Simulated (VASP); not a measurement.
VASP ran on this input.

### KPOINTS
```
Automatic mesh
0
Gamma
18 18 18
0 0 0
```

File POSCAR:
```
Au
1
    0.0000000000     2.1169300000     2.1169300000
    2.1169300000     0.0000000000     2.1169300000
    2.1169300000     2.1169300000     0.0000000000
Au
1
Direct
  0.0000000000   0.0000000000   0.0000000000
```

**INCAR**
```
# general
SYSTEM =Au
PREC   =Accurate
ENCUT  =300
LREAL  =F
LASPH  =T

# electronic loop
EDIFF  =1E-6
NELM   =100
ALGO   =Normal
LMAXMIX=6

# smearing
ISMEAR =0
SIGMA  =0.1

# functional
GGA    =PE

# ions
ISIF   =2

# output
LWAVE  =F
LCHARG =F
```

POTCAR, in this order: Au (PBE.64 set). Program: vasp_std.

Task: Write an equivalent input for Quantum ESPRESSO's pw.x.

Result: One equivalent input (not run):
```
&CONTROL
  calculation = 'scf'
  pseudo_dir = './pseudo'
  outdir = './out'
  tprnfor = .true.
  tstress = .true.
/
&SYSTEM
  ibrav = 0
  nat = 1
  ntyp = 1
  ecutwfc = 76
  occupations = 'smearing'
  smearing = 'gaussian'
  degauss = 0.00735
  input_dft = 'pbe'
/
&ELECTRONS
  conv_thr = 7.3e-08
  electron_maxstep = 100
/
ATOMIC_SPECIES
  Au 196.967 Au.upf
CELL_PARAMETERS angstrom
     0.0000000    2.1169300    2.1169300
     2.1169300    0.0000000    2.1169300
     2.1169300    2.1169300    0.0000000
ATOMIC_POSITIONS crystal
  Au   0.0000000  0.0000000  0.0000000
K_POINTS automatic
  18 18 18 0 0 0
```
Limits of the translation: the potentials are each code's own (VASP's PAW set, PseudoDojo norm-conserving files in pw.x), so ENCUT and ecutwfc are chosen apart and not converted; conv_thr bounds pw.x's estimated SCF error, while EDIFF bounds the energy change between steps.

The structure comes from a computed database's Au entry; how it stands against other phases isn't given here. The cell was not relaxed at this level.
